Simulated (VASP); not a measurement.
Set up this calculation in VASP 6.6.1, as the native input.

* Task: relaxation of cell and atoms
* Functional: PBE
* Potentials or basis: VASP PAW PBE potentials, release 64 (Ta_pv, Bi_d, O)
* Cutoff: 520 eV
* k mesh: 5 × 5 × 5
* Occupations: gaussian, width 0.15 eV
* Spin: no spin polarisation
* Further INCAR settings: PREC = Normal; ALGO = Fast; EDIFF = 0.0001; IBRION = 2; EDIFFG = -0.08; NSW = 24; ISIF = 3

The structure of Ta2Bi2O lies in POSCAR:

```
Ta2Bi2O
1.0
   -2.0500000000      2.0500000000      5.9000000000
    2.0500000000     -2.0500000000      5.9000000000
    2.0500000000      2.0500000000     -5.9000000000
Ta Bi O
2 2 1
Direct
    0.5000000000      0.0000000000      0.5000000000
    0.0000000000      0.5000000000      0.5000000000
    0.8300000000      0.8300000000      0.0000000000
    0.1700000000      0.1700000000      0.0000000000
    0.5000000000      0.5000000000      0.0000000000
```

The cell was built by a generator and needn't be a form met in nature.

These files were run (other wordings do the same):

INCAR

```
SYSTEM = Ta2Bi2O
PREC = Normal
ENCUT = 520
EDIFF = 1E-4
ISMEAR = 0
SIGMA = 0.15
LREAL = .FALSE.
LASPH = .TRUE.
NELM = 60
ALGO = Fast
ISIF = 3
LWAVE = .FALSE.
LCHARG = .FALSE.
GGA = PE
IBRION = 2
NSW = 24
EDIFFG = -0.08
```

KPOINTS

```
regular mesh
0
G
  5 5 5
  0 0 0
```

Potentials or basis: VASP PAW PBE potentials, release 64 (Ta_pv, Bi_d, O).

Command:

```bash
$ cat potpaw_PBE.64/Ta_pv/POTCAR potpaw_PBE.64/Bi_d/POTCAR potpaw_PBE.64/O/POTCAR > POTCAR
$ mpirun -np 1 vasp_std > vasp.out
```

It gave:

- Relaxed volume: 24.31 Å³/atom
- Relaxed cell: a = 7.726 Å, b = 7.726 Å, c = 7.726 Å, α = 149.06°, β = 149.06°, γ = 44.33°
- Space group after relaxing (to 0.05 Å): I4/mmm (No. 139)
- Energy gained by relaxing: 234.6 meV/atom
- Ionic steps: 17
- Pressure after relaxing: 0.2 GPa
- Largest force after relaxing: 0.008 eV/Å
- Band gap on the k mesh: none (metal or under the smearing width)

Caveat: the k mesh is coarse (spacing up to 0.43 Å⁻¹), so the values aren't converged; the volume moved by over 15 % at a fixed basis, so the end points are rough; spin-orbit coupling is left out, which moves the levels of the heavy elements; the relaxation stopped at a loose force limit of 0.08 eV/Å, so its end isn't a converged minimum.

Wall time 12 min on 1 thread of Intel(R) Xeon(R) Platinum 8488C (Sapphire Rapids), on a shared host, peak memory 0.29 GiB.
